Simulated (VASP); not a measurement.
A convergence study with VASP on ZnS (zinc blende): one setting is varied, all else stays as given below, so the limit is that of these other settings.

```
ZnS
1.0
    0.00000     2.70500     2.70500
    2.70500     0.00000     2.70500
    2.70500     2.70500     0.00000
Zn S
1 1
Direct
  0.00000   0.00000   0.00000
  0.25000   0.25000   0.25000
```

The numbers are results of LDA (Ceperley-Alder, Perdew-Zunger), VASP's LDA PAW potentials (set 64) (plane waves; VASP), not measurements. The tightest run used: 550 eV cut-off, 17×17×17 Γ-centred mesh, tetrahedra with Blöchl corrections, potentials Zn S.

Gaps are read on the run's mesh, which can miss a band edge.

### Question
The settings run are 3×3×3 mesh; 4×4×4 mesh; 5×5×5 mesh; 6×6×6 mesh; 7×7×7 mesh; 8×8×8 mesh; 9×9×9 mesh; 10×10×10 mesh; 11×11×11 mesh; 12×12×12 mesh; 13×13×13 mesh; 14×14×14 mesh; 15×15×15 mesh; 16×16×16 mesh; 17×17×17 mesh. From which on does the energy per atom stay within 0.005 eV/atom of the tightest run?

### Answer
From 6×6×6 mesh on: it is off by 0.0019 there and by no more than 0.005 in any finer run, while 5×5×5 mesh is off by 0.0067.
| setting | E (eV/atom) | pressure (GPa) | gap on the mesh (eV) | irreducible k-points | difference judged (eV/atom) |
|---|---|---|---|---|---|
| 3×3×3 mesh | -3.9674 | -3.30 | 1.823 | 4 | 0.1194 |
| 4×4×4 mesh | -4.0604 | -4.26 | 1.859 | 8 | 0.0264 |
| 5×5×5 mesh | -4.0801 | -4.49 | 1.869 | 10 | 0.0067 |
| 6×6×6 mesh | -4.0849 | -4.55 | 1.873 | 16 | 0.0019 |
| 7×7×7 mesh | -4.0862 | -4.57 | 1.874 | 20 | 0.0006 |
| 8×8×8 mesh | -4.0866 | -4.57 | 1.874 | 29 | 0.0002 |
| 9×9×9 mesh | -4.0867 | -4.57 | 1.875 | 35 | 0.0001 |
| 10×10×10 mesh | -4.0868 | -4.57 | 1.875 | 47 | 0.0000 |
| 11×11×11 mesh | -4.0868 | -4.57 | 1.875 | 56 | 0.0000 |
| 12×12×12 mesh | -4.0868 | -4.57 | 1.875 | 72 | 0.0000 |
| 13×13×13 mesh | -4.0868 | -4.57 | 1.875 | 84 | 0.0000 |
| 14×14×14 mesh | -4.0868 | -4.57 | 1.875 | 104 | 0.0000 |
| 15×15×15 mesh | -4.0868 | -4.57 | 1.875 | 120 | 0.0000 |
| 16×16×16 mesh | -4.0868 | -4.57 | 1.875 | 145 | 0.0000 |
| 17×17×17 mesh | -4.0868 | -4.57 | 1.875 | 165 | 0.0000 |

Left out are rungs that failed or repeat a setting and relaxations that didn't move; long series are thinned to 24 rows.

The compound is ZnS in the zinc blende structure. The cell was not relaxed at this level.
